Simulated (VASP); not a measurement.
Elastic constants (GPa) of a crystal from PBE GGA, VASP's PBE PAW potentials (set 64) (VASP 6.6.1):

|  | xx | yy | zz | yz | xz | xy |
|---|---|---|---|---|---|---|
| xx | 78.9 | 46.1 | 38.7 | 0.0 | 0.0 | 0.0 |
| yy | 46.1 | 78.9 | 38.7 | 0.0 | 0.0 | 0.0 |
| zz | 38.7 | 38.7 | 86.5 | 0.0 | 0.0 | 0.0 |
| yz | 0.0 | 0.0 | 0.0 | 14.8 | 0.0 | 0.0 |
| xz | 0.0 | 0.0 | 0.0 | 0.0 | 14.8 | 0.0 |
| xy | 0.0 | 0.0 | 0.0 | 0.0 | 0.0 | 16.4 |

### Question
Work out the Voigt, Reuss and Hill moduli, Young's modulus and Poisson's ratio.

### Answer
All eigenvalues are positive (smallest 14.8 GPa), so the crystal is stable. K_V = (C11+C22+C33+2(C12+C13+C23))/9 = (244.3 + 2×123.5)/9 = 54.6 GPa; G_V = (244.3 − 123.5 + 3×46.0)/15 = 17.3 GPa. From the compliances, K_R = 54.6 GPa and G_R = 16.7 GPa. Hill: K = 54.6 GPa, G = 17.0 GPa, E = 9KG/(3K+G) = 46.2 GPa, ν = (3K−2G)/(2(3K+G)) = 0.359. K/G = 3.21, above Pugh's 1.75; universal anisotropy A^U = 0.16.

### Question
With a density of 4.62 g/cm³, what are the mean sound speeds?

### Answer
v_l = √((K+4G/3)/ρ) = 4.09 km/s and v_t = √(G/ρ) = 1.92 km/s. The crystal is CdS (wurtzite), hexagonal.

The compound is CdS in the wurtzite structure. It was relaxed first.
